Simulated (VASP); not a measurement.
## Nb (relaxed from the beta-Sn structure, space group I4_1/amd): computed properties

Computed with PBEsol GGA, VASP's PBE PAW potentials (set 64) (plane waves; VASP).

- space group = I4_1/amd (141)
- cell = a = 5.119 Å, b = 5.119 Å, c = 2.805 Å, α = 90.00°, β = 90.00°, γ = 90.00°
- volume per atom = 18.38 Å³/atom
- band gap (over mesh and band path) = none (metal, semimetal or under 0.01 eV)
- band gap with spin-orbit coupling = none (metallic)
- density = 8.39 g/cm³

```
CELL_PARAMETERS angstrom
     -2.55966     2.55966     1.40269
      2.55966    -2.55966     1.40269
      2.55966     2.55966    -1.40269
ATOMIC_POSITIONS crystal
  Nb 0.75000 0.25000 0.50000
  Nb 0.00000 0.00000 0.00000
```

The structure was generated: Nb was put into the beta-Sn type (I4_1/amd), which need not be its known phase. It was relaxed first. Symmetry was kept, so distortions that lower it aren't found.
